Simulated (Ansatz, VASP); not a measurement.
# H4SO5 (H4SO5 (Pc)): VASP beside Ansatz

Wanted: the spread between two codes on one cell, functional and k mesh. Of the first pair: The structure shown is the start of the Ansatz relaxation below; VASP solves that cell, so the two are compared at the walk's first step.

Method: plane waves, with VASP 6.6.1 beside it; PBEsol, in Ansatz 0.2.0.

## 1. The starting structure

The structure is monoclinic, space group Pc (No. 7). The conventional cell has a = 7.230 Å, b = 7.050 Å, c = 8.260 Å, α = 90.00°, β = 106.79°, γ = 90.00°. H has 1 O at 1.02 Å nearest. Nearest to H lie 1 O at 1.01 Å. Nearest to H lie 1 O at 1.00 Å. H has 1 O at 1.04 Å nearest. Nearest to H lie 1 O at 1.04 Å. H has 1 O at 1.01 Å nearest. Farther neighbours and most contacts between anions are not listed.

## 2. Ansatz: relaxation, PBEsol

Ansatz runs on its default PAW (the set named soft_2) files.

The two programs are compared at the cell with which this relaxation starts, whose forces are those of its first step.

Contents of input.yaml:

```yaml
crystal:
  lattice:
    - [7.229679, 0.0, 0.0]
    - [0.0, 7.049611, 0.0]
    - [-2.385697, 0.0, 7.907771]
  atoms:
    - { symbol: H, position: [0.22451, 0.862414, 0.281268] }
    - { symbol: H, position: [0.22451, 0.137586, 0.781268] }
    - { symbol: H, position: [0.605314, 0.066522, 0.610297] }
    - { symbol: H, position: [0.420318, 0.569437, 0.918197] }
    - { symbol: H, position: [0.420318, 0.430563, 0.418197] }
    - { symbol: H, position: [0.605314, 0.933478, 0.110297] }
    - { symbol: H, position: [0.930209, 0.556728, 0.922116] }
    - { symbol: H, position: [0.930209, 0.443272, 0.422116] }
    - { symbol: H, position: [0.087605, 0.942792, 0.091928] }
    - { symbol: H, position: [0.260565, 0.082941, 0.2119] }
    - { symbol: H, position: [0.749487, 0.582396, 0.30618] }
    - { symbol: H, position: [0.790398, 0.368541, 0.232514] }
    - { symbol: H, position: [0.790398, 0.631459, 0.732514] }
    - { symbol: H, position: [0.749487, 0.417604, 0.80618] }
    - { symbol: H, position: [0.087605, 0.057208, 0.591928] }
    - { symbol: H, position: [0.260565, 0.917059, 0.7119] }
    - { symbol: S, position: [0.75551, 0.904538, 0.465296] }
    - { symbol: S, position: [0.261014, 0.406869, 0.050185] }
    - { symbol: S, position: [0.261014, 0.593131, 0.550185] }
    - { symbol: S, position: [0.75551, 0.095462, 0.965296] }
    - { symbol: O, position: [0.836712, 0.235333, 0.096817] }
    - { symbol: O, position: [0.182071, 0.726897, 0.412869] }
    - { symbol: O, position: [0.182071, 0.273103, 0.912869] }
    - { symbol: O, position: [0.836712, 0.764667, 0.596817] }
    - { symbol: O, position: [0.676852, 0.814866, 0.297179] }
    - { symbol: O, position: [0.329011, 0.313498, 0.216881] }
    - { symbol: O, position: [0.329011, 0.686502, 0.716881] }
    - { symbol: O, position: [0.676852, 0.185134, 0.797179] }
    - { symbol: O, position: [0.570351, 0.998667, 0.497566] }
    - { symbol: O, position: [0.453549, 0.495645, 0.026588] }
    - { symbol: O, position: [0.453549, 0.504355, 0.526588] }
    - { symbol: O, position: [0.570351, 0.001333, 0.997566] }
    - { symbol: O, position: [0.892865, 0.057958, 0.463524] }
    - { symbol: O, position: [0.127705, 0.565483, 0.047018] }
    - { symbol: O, position: [0.127705, 0.434517, 0.547018] }
    - { symbol: O, position: [0.892865, 0.942042, 0.963524] }
    - { symbol: O, position: [0.222746, 0.947387, 0.18072] }
    - { symbol: O, position: [0.792422, 0.44781, 0.336114] }
    - { symbol: O, position: [0.792422, 0.55219, 0.836114] }
    - { symbol: O, position: [0.222746, 0.052613, 0.68072] }
basis:
  ecutwfc: 420
  xc_grid: 2
hamiltonian:
  xc: pbesol
kpoints:
  mp_grid: { grid: [4, 4, 4] }
scf:
  occupations: { method: fermi_dirac, width: 0.01 }
  max_iter: 150
output:
  forces: true
  stress: true
relax:
  f_tol: 0.01
  max_steps: 60
  cell: {}
checkpoint:
  write: "../pbesol.run"
  compress: false
  write_wavefunctions: false
  write_every: 100000
```

Run with:

```console
ansatz run input.yaml --threads 4 --pin off --max-ram 6594MiB --backend cpu --events-out ev --progress --plain --runs-dir out
```

Numbers of over 12 decimals in the logs are rounded to 6 here.

The log of the run:

```text
Engine: ansatz 0.2.0, x86_64-unknown-linux-gnu
Pseudopotentials: kind: paw
Pseudopotential: H, paw, valence charge 1, recommended cutoff 420 eV (normal), H.paw.azcp
Pseudopotential: S, paw, valence charge 6, recommended cutoff 420 eV (normal), S.paw.azcp
Pseudopotential: O, paw, valence charge 6, recommended cutoff 420 eV (normal), O.paw.azcp
Functional definition: PBEsol
  exchange = pbesol_x
  correlation = pbesol_c
Crystal: 40 atoms, lattice volume = 403.031 Å³
Basis set: ecut = 420 eV, 7847 PW (Γ), exchange–correlation on 100×96×120 points (8 copies of the dense FFT grid, shifted against one another)
Bands: 120, of which v1, the nominal top of the filled ones, is band 80 counted from 1 (79 counted from 0)
Symmetry: 2 space group operations
Space group: Pc (ITA 7), of the structure as read, at distance tolerance 7.4e-5 Å
k-points: 30 of 64 (time reversal used)
Non-local potential: H, projectors of the file, l = 0: 2, l = 1: 1
Non-local potential: S, projectors of the file, l = 0: 2, l = 1: 2, l = 2: 2
Non-local potential: O, projectors of the file, l = 0: 2, l = 1: 2, l = 2: 1
PAW form: soft (Blöchl's): semilocal exchange-correlation on the pseudo side does not see the compensation charge
PAW frozen core: S, regenerated for the run's functional, and the local potential with it (the file was generated under x = pbe(κ = 0.804, μ = 0.219515), c = pbe(β = 0.066725))
PAW frozen core: O, regenerated for the run's functional, and the local potential with it (the file was generated under x = pbe(κ = 0.804, μ = 0.219515), c = pbe(β = 0.066725))
PAW one-centre angular grid: H, 110 points (default); XC on 64 Gauss nodes
PAW one-centre angular grid: S, 110 points (default); XC on 64 Gauss nodes
PAW one-centre angular grid: O, 110 points (default); XC on 64 Gauss nodes
Initial density: superposition of atomic densities (neutral atoms: chi_scale 0, normalization atom), corrected by the library's trained network
Initial wavefunctions: pseudopotential atomic-orbital guess
Functional: x = pbesol(κ = 0.804, μ = 0.123457), c = pbesol(β = 0.046)
SCF iter   1: F=—  HF=-15004.477588 eV  |F-HF|=—  |Δ(HF+E_count)|=         —  Δρ=8.83e-3  dr2=2.34e-1  ethr=1.77e-3  ⟨swp⟩=6.0  Hψ=17135  notcnv=0  defer=239
preconditioner: auto → Resta (q_TF=auto, 2.339 Å⁻¹)  ε∞=2.7  [insulator: Δε(μ)=5.595 eV  Ē_g=18.021 eV  σ=0.010 eV  W_gap=1.00  n_scr=84 (ndim 8)  ℏωp=23.4 eV  f_vac=0.188  D(μ)=0.00/eV (n_scr^D=0)  ε∞_Penn≈2.7]
SCF iter   2: F=—  HF=-15004.406075 eV  |F-HF|=—  |Δ(HF+E_count)|=   7.15e-2  Δρ=2.53e-3  dr2=1.41e-2  ethr=1.46e-4  ⟨swp⟩=2.0  Hψ=5958  notcnv=0  defer=1058
SCF iter   3: F=—  HF=-15004.412371 eV  |F-HF|=—  |Δ(HF+E_count)|=   6.30e-3  Δρ=1.15e-3  dr2=3.88e-3  ethr=8.83e-6  ⟨swp⟩=2.0  Hψ=4484  notcnv=0  defer=1058
SCF iter   4: F=—  HF=-15004.414016 eV  |F-HF|=—  |Δ(HF+E_count)|=   1.65e-3  Δρ=6.79e-4  dr2=1.45e-3  ethr=2.43e-6  ⟨swp⟩=2.2  Hψ=4904  notcnv=0  defer=1058
SCF iter   5: F=—  HF=-15004.413861 eV  |F-HF|=—  |Δ(HF+E_count)|=   1.56e-4  Δρ=1.22e-4  dr2=7.15e-5  ethr=9.07e-7  ⟨swp⟩=2.2  Hψ=4405  notcnv=0  defer=1058
SCF iter   6: F=—  HF=-15004.414316 eV  |F-HF|=—  |Δ(HF+E_count)|=   4.55e-4  Δρ=8.16e-5  dr2=2.33e-5  ethr=4.47e-8  ⟨swp⟩=2.0  Hψ=4900  notcnv=0  defer=1058
SCF iter   7: F=—  HF=-15004.414314 eV  |F-HF|=—  |Δ(HF+E_count)|=   1.80e-6  Δρ=2.04e-5  dr2=1.23e-6  ethr=1.45e-8  ⟨swp⟩=2.0  Hψ=4822  notcnv=0  defer=1058
SCF iter   8: F=—  HF=-15004.414316 eV  |F-HF|=—  |Δ(HF+E_count)|=   1.44e-6  Δρ=8.09e-6  dr2=2.21e-7  ethr=7.69e-10  ⟨swp⟩=2.0  Hψ=4442  notcnv=0  defer=1058
SCF iter   9: F=-15004.414316 eV  HF=-15004.414316 eV  |F-HF|=4.64e-8  |Δ(HF+E_count)|=   2.94e-7  Δρ=5.42e-6  dr2=9.20e-8  ethr=6.25e-11  ⟨swp⟩=5.0  Hψ=10869  notcnv=0
SCF 1 converged in 9 iterations: F = -15004.414316 eV  dr2 = 9.20e-8
  greatest PAW one-centre occupation: 0.874 electrons in one spin orbital (limit 2), on the O atom at site 34 (counted from 0), in its partial waves of l = 0
relax step   1: F+E_penalty+E_count = -15004.41431591 eV  Δ(F+E_penalty+E_count) = +0.000e0 eV  max|allowed force component| = 2.663e-1 eV/Å  Δτ_max = 0.0000 Å  P = -0.993 GPa  Ω = 403.031 Å³  (9 SCF iters, dr2 threshold 1.00e-7 eV, accepted)
Crystal: 40 atoms, lattice volume = 405.191 Å³
Basis set: ecut = 420 eV, 7917 PW (Γ), exchange–correlation on 100×96×120 points (8 copies of the dense FFT grid, shifted against one another)
Initial density: handed on by an earlier stage of this run
Initial wavefunctions: those handed on with the density
iter 1 solved again at ethr=2.42e-4 eV; its pass at ethr=3.10e-3 eV (dr2=3.87e-1 eV) is discarded
SCF iter   1: F=—  HF=-15004.599788 eV  |F-HF|=—  |Δ(HF+E_count)|=         —  Δρ=1.72e-2  dr2=3.92e-1  ethr=2.42e-4  ⟨swp⟩=5.5  Hψ=18918  notcnv=0  defer=3
[...]
preconditioner: auto → Resta (q_TF=auto, 2.338 Å⁻¹)  ε∞=2.6  [insulator: Δε(μ)=5.932 eV  Ē_g=18.194 eV  σ=0.010 eV  W_gap=1.00  n_scr=84 (ndim 8)  ℏωp=23.4 eV  f_vac=0.206  D(μ)=0.00/eV (n_scr^D=0)  ε∞_Penn≈2.6]
SCF iter   2: F=—  HF=-15004.675652 eV  |F-HF|=—  |Δ(HF+E_count)|=   1.08e-3  Δρ=3.97e-5  dr2=3.09e-7  ethr=7.31e-10  ⟨swp⟩=3.0  Hψ=7293  notcnv=0
[...]
SCF converged after 5 iterations
Free energy (F): -15004.675864 eV
Harris-Foulkes:  -15004.675864 eV  (|F-HF|=7.24e-10)
Internal energy: -15004.675864 eV  (E = F + TS)
E sigma→0 (E₀):  -15004.675864 eV
Fermi energy:    3.046686 eV
--- Per-component energies (eV) ---
  E_band       = -1232.860592
  E_kinetic    = 4198.717457
  E_local      = -11881.726517  (includes V_loc(G=0)·N_el)
  E_nonlocal   = 1098.753023
  E_hartree    = 4254.149339
  E_xc         = -1977.614678
  E_vxc        = -2396.349493  (∫ρ·V_xc dr)
  E_paw        = -5404.515833  (= ΣΔE_a)
  E_vpaw       = -760.587055  (= ΣTr[D̂ρ^β])
  E_aug_tail   = 0.032766  (compensation charges beyond the density's cutoff)
  E_ewald      = -5293.424975
  E_core_change = 0.953555  (= ΣΔE_core)
  E_smearing   = -0.000000  (= −TS)
  E_closure    = 0.000000  (closes the sum)
  Σ components = -15004.675864   (vs F -15004.675864, Δ=0.00e0)
--- Forces (eV/Å), atoms counted from 1 ---
  atom   1  H      0.00100120     0.00265547    -0.00335000
  atom   2  H      0.00100120    -0.00265547    -0.00335000
  atom   3  H      0.00031256    -0.00088260    -0.00047606
  atom   4  H     -0.00007852     0.00113678    -0.00099640
  atom   5  H     -0.00007852    -0.00113678    -0.00099640
  atom   6  H      0.00031256     0.00088260    -0.00047606
  atom   7  H     -0.00073249     0.00004715    -0.00035011
  atom   8  H     -0.00073249    -0.00004715    -0.00035011
  atom   9  H     -0.00071186     0.00054450     0.00079060
  atom  10  H      0.00204627    -0.00057588     0.00040645
  atom  11  H      0.00167310    -0.00282514    -0.00014427
  atom  12  H     -0.00141279     0.00226359     0.00290968
  atom  13  H     -0.00141279    -0.00226359     0.00290968
  atom  14  H      0.00167310     0.00282514    -0.00014427
  atom  15  H     -0.00071186    -0.00054450     0.00079060
  atom  16  H      0.00204627     0.00057588     0.00040645
  atom  17  S      0.00335306    -0.00172345    -0.00088573
  atom  18  S     -0.00182804    -0.00411130     0.00094492
  atom  19  S     -0.00182804     0.00411130     0.00094492
  atom  20  S      0.00335306     0.00172345    -0.00088573
  atom  21  O      0.00074440    -0.00100493     0.00160865
  atom  22  O     -0.00063776    -0.00146872    -0.00188903
  atom  23  O     -0.00063776     0.00146872    -0.00188903
  atom  24  O      0.00074440     0.00100493     0.00160865
[...]
atom  33  O      0.00093998    -0.00116867     0.00118141
  atom  34  O     -0.00202319     0.00067774    -0.00210729
  atom  35  O     -0.00202319    -0.00067774    -0.00210729
  atom  36  O      0.00093998     0.00116867     0.00118141
  atom  37  O     -0.00381267    -0.00458670     0.00210504
  atom  38  O      0.00210004     0.00030603    -0.00198062
  atom  39  O      0.00210004    -0.00030603    -0.00198062
  atom  40  O     -0.00381267     0.00458670     0.00210504
  max |Σ_I F_I| component: 1.85e-6 eV/Å
--- Stress (GPa, compression-positive) ---
        0.030038       0.000000      -0.007222
        0.000000      -0.011728       0.000000
       -0.007222       0.000000      -0.022622
  P = ⅓ Tr σ = -0.0014 GPa (-0.014 kbar)
--- Relaxed structure (19 steps of the walk, 17 accepted, 4 SCFs on fresh bases) ---
  F+E_penalty+E_count = -15004.67586396 eV   max|allowed force component| = 4.587e-3 eV/Å   (the final SCF, on the basis selected at the relaxed cell)
  cell:  # Å, volume = 404.4807 Å³
    - [7.514724, -1.041688415716866e-17, -0.046913]
    - [-1.0157433150227258e-17, 7.020187, -4.755940369054195e-17]
    - [-2.531072, -4.99114512115864e-17, 7.682990]
  atoms:
    - { symbol: H, position: [0.224766, 0.878628, 0.290385] }
    - { symbol: H, position: [0.224766, 0.121372, 0.790385] }
    - { symbol: H, position: [0.630139, 0.060306, 0.629459] }
    - { symbol: H, position: [0.386796, 0.560241, 0.887021] }
    - { symbol: H, position: [0.386796, 0.439759, 0.387021] }
    - { symbol: H, position: [0.630139, 0.939694, 0.129459] }
    - { symbol: H, position: [0.924362, 0.541812, 0.919741] }
    - { symbol: H, position: [0.924362, 0.458188, 0.419741] }
    - { symbol: H, position: [0.092590, 0.958188, 0.096750] }
    - { symbol: H, position: [0.272684, 0.093583, 0.214904] }
    - { symbol: H, position: [0.744078, 0.593445, 0.301664] }
    - { symbol: H, position: [0.792165, 0.378561, 0.226143] }
    - { symbol: H, position: [0.792165, 0.621439, 0.726143] }
    - { symbol: H, position: [0.744078, 0.406555, 0.801664] }
    - { symbol: H, position: [0.092590, 0.041812, 0.596750] }
    - { symbol: H, position: [0.272684, 0.906417, 0.714904] }
    - { symbol: S, position: [0.764332, 0.899854, 0.475017] }
    - { symbol: S, position: [0.252609, 0.399849, 0.041489] }
    - { symbol: S, position: [0.252609, 0.600151, 0.541489] }
    - { symbol: S, position: [0.764332, 0.100146, 0.975017] }
    - { symbol: O, position: [0.850288, 0.249782, 0.101098] }
    - { symbol: O, position: [0.166655, 0.749807, 0.415432] }
    - { symbol: O, position: [0.166655, 0.250193, 0.915432] }
    - { symbol: O, position: [0.850288, 0.750218, 0.601098] }
    - { symbol: O, position: [0.683251, 0.817315, 0.297234] }
    - { symbol: O, position: [0.333690, 0.317341, 0.219286] }
    - { symbol: O, position: [0.333690, 0.682659, 0.719286] }
    - { symbol: O, position: [0.683251, 0.182685, 0.797234] }
    - { symbol: O, position: [0.590025, 0.983206, 0.514566] }
    - { symbol: O, position: [0.426918, 0.483180, 0.00192438] }
    - { symbol: O, position: [0.426918, 0.516820, 0.501924] }
    - { symbol: O, position: [0.590025, 0.016794, 1.014566] }
    - { symbol: O, position: [0.894216, 0.056904, 0.479386] }
    - { symbol: O, position: [0.122730, 0.556899, 0.037110] }
    - { symbol: O, position: [0.122730, 0.443101, 0.537110] }
    - { symbol: O, position: [0.894216, 0.943096, 0.979386] }
    - { symbol: O, position: [0.228451, 0.957529, 0.184609] }
    - { symbol: O, position: [0.788469, 0.457421, 0.331939] }
    - { symbol: O, position: [0.788469, 0.542579, 0.831939] }
    - { symbol: O, position: [0.228451, 0.042471, 0.684609] }
```

In the SCF lines HF is the Harris–Foulkes energy and dr2 the Hartree energy of the density residual, in eV; the loop may stop once dr2 is under the threshold and the program's other checks hold. Hψ counts applications of the Hamiltonian.

## 3. VASP: single point, PBEsol, start cell, pair 1

The same cell, functional, mesh and smearing now go to VASP, with its own data sets.

Lines of VASP's logs that name or quote its potential files are left out, and so is its time.

Contents of INCAR:

```
SYSTEM = H4SO5
PREC = Accurate
ENCUT = 520
EDIFF = 1E-06
NELM = 120
ISMEAR = -1
SIGMA = 0.01
LREAL = Auto
ALGO = Normal
GGA = PS
NBANDS = 108
LORBIT = 11
LWAVE = .FALSE.
LCHARG = .FALSE.
ISIF = 2
LASPH = .TRUE.
GGA_COMPAT = .FALSE.
EFERMI = MIDGAP
KPAR = 4
```

Contents of POSCAR:

```
H4SO5
1.0
    7.2296790000      0.0000000000      0.0000000000
    0.0000000000      7.0496110000      0.0000000000
   -2.3856970000      0.0000000000      7.9077710000
H S O
16 4 20
Direct
    0.2245100258      0.8624139687      0.2812679768
    0.2245100258      0.1375860313      0.7812679768
    0.6053140010      0.0665219684      0.6102969788
    0.4203179865      0.5694369519      0.9181970178
    0.4203179865      0.4305630481      0.4181970179
    0.6053140010      0.9334780316      0.1102969788
    0.9302090246      0.5567280237      0.9221160110
    0.9302090246      0.4432719763      0.4221160110
    0.0876050178      0.9427920207      0.0919280225
    0.2605650219      0.0829410304      0.2119000095
    0.7494870014      0.5823959648      0.3061799906
    0.7903979744      0.3685410443      0.2325139727
    0.7903979744      0.6314589557      0.7325139727
    0.7494870014      0.4176040352      0.8061799906
    0.0876050178      0.0572079793      0.5919280225
    0.2605650219      0.9170589696      0.7119000095
    0.7555100346      0.9045379951      0.4652960044
    0.2610139928      0.4068689748      0.0501849700
    0.2610139928      0.5931310252      0.5501849700
    0.7555100346      0.0954620049      0.9652960044
    0.8367120176      0.2353329850      0.0968170108
    0.1820710378      0.7268969876      0.4128690310
    0.1820710378      0.2731030124      0.9128690310
    0.8367120176      0.7646670150      0.5968170108
    0.6768520054      0.8148659550      0.2971789712
    0.3290110240      0.3134980072      0.2168809959
    0.3290110240      0.6865019928      0.7168809959
    0.6768520054      0.1851340450      0.7971789712
    0.5703509647      0.9986670186      0.4975659702
    0.4535489946      0.4956449370      0.0265879918
    0.4535489946      0.5043550630      0.5265879918
    0.5703509648      0.0013329814      0.9975659702
    0.8928650356      0.0579579497      0.4635240133
    0.1277049788      0.5654829749      0.0470180219
    0.1277049788      0.4345170251      0.5470180219
    0.8928650356      0.9420420503      0.9635240133
    0.2227459717      0.9473870260      0.1807199842
    0.7924220390      0.4478099572      0.3361140263
    0.7924220390      0.5521900428      0.8361140263
    0.2227459717      0.0526129740      0.6807199842
```

Contents of KPOINTS:

```
Automatic mesh
0
Gamma
4 4 4
0 0 0
```

PAW data sets: H, S and O (PBE family, release 64).

Run with:

```console
mpirun -np 4 vasp_std
```

The log of the run:

```text
[banner, memory and clock lines left out]
running    4 mpi-ranks, on    1 nodes
[...]
|                                                                             |
|               ----> ADVICE to this user running VASP <----                  |
|                                                                             |
|     You enforced a specific xc type in the INCAR file but a different       |
|     [... a line on the potential file left out ...]
|     I HOPE YOU KNOW WHAT YOU ARE DOING!                                     |
|                                                                             |

 LDA part: xc-table for (Slater+PW92), standard interpolation
 POSCAR, INCAR and KPOINTS ok, starting setup
[...]
entering main loop
       N       E                     dE             d eps       ncg     rms          rms(c)
DAV:   1     0.106958423645E+04    0.10696E+04   -0.83883E+04  6488   0.137E+03
DAV:   2    -0.159519619214E+03   -0.12291E+04   -0.11935E+04  7980   0.325E+02
DAV:   3    -0.243047779811E+03   -0.83528E+02   -0.82976E+02  7928   0.903E+01
DAV:   4    -0.244317342744E+03   -0.12696E+01   -0.12624E+01  8152   0.117E+01
[...]
DAV:  14    -0.222683425560E+03   -0.47553E-04   -0.50636E-05  7048   0.276E-02    0.116E-02
DAV:  15    -0.222683428527E+03   -0.29667E-05   -0.34402E-06  7144   0.859E-03    0.316E-03
DAV:  16    -0.222683429086E+03   -0.55971E-06   -0.10323E-06  4936   0.419E-03
   1 F= -.22268343E+03 E0= -.22268343E+03  d E =0.000000E+00
```

From OUTCAR (step 3):

```text
  Total       -3.5325827     -3.8429675     -4.3032570      0.0000000      0.0000000      0.0657153
  in kB      -14.0431541    -15.2770338    -17.1068328      0.0000000      0.0000000      0.2612395
  external PRESSURE =     -15.4756736 kB  Pullay stress =       0.0000000 kB

 POSITION                                       TOTAL-FORCE (eV/Angst)
 -----------------------------------------------------------------------------------
      0.95212      6.07968      2.22420        -0.047119     -0.043815      0.137478
     -0.24073      0.96993      6.17809        -0.047119      0.043815      0.137478
      2.92024      0.46895      4.82609         0.092249      0.106253      0.229014
      0.84822      4.01431      7.26089        -0.026674      0.109839     -0.289709
      2.04107      3.03530      3.30701        -0.026674     -0.109839     -0.289709
      4.11309      6.58066      0.87220         0.092249     -0.106253      0.229014
      4.52522      3.92472      7.29188         0.105693     -0.062557      0.109969
      5.71807      3.12490      3.33800         0.105693      0.062557      0.109969
      0.41404      6.64632      0.72695        -0.156463      0.044451     -0.121268
      1.37827      0.58470      1.67566         0.128627      0.214750      0.046457
      4.68810      4.10566      2.42120        -0.084019      0.247071      0.005293
      5.15962      2.59807      1.83867         0.063316     -0.143604     -0.123405
      3.96677      4.45154      5.79255         0.063316      0.143604     -0.123405
      3.49525      2.94395      6.37509        -0.084019     -0.247071      0.005293
[...]
-----------------------------------------------------------------------------------
    total drift:                               -0.009123      0.000000     -0.011068

  FREE ENERGIE OF THE ION-ELECTRON SYSTEM (eV)
  ---------------------------------------------------
  free  energy   TOTEN  =      -222.6834290863 eV

  energy  without entropy=     -222.6834290863  energy(sigma->0) =     -222.68342909

[... 3 further parts left out ...]
[key lines of the parts left out:]
E-fermi :   1.5527
```

The run ends at a pressure of -1.55 GPa, with forces up to 0.41 eV/Å.

(Continued in part 2 of 2.)

[Lines on the potential files, build, host, timing and source positions are cut from VASP's logs without a mark.]

[Logs are printed without paths, hosts, clocks, repeated set-up lines and the standing remarks that a program may print on its own settings, such as how far it seeks lower states.]

[Hosts, paths, dates, database ids (printed as entryN), source tags and the programs' standing remarks are cut or masked in the printed files.]
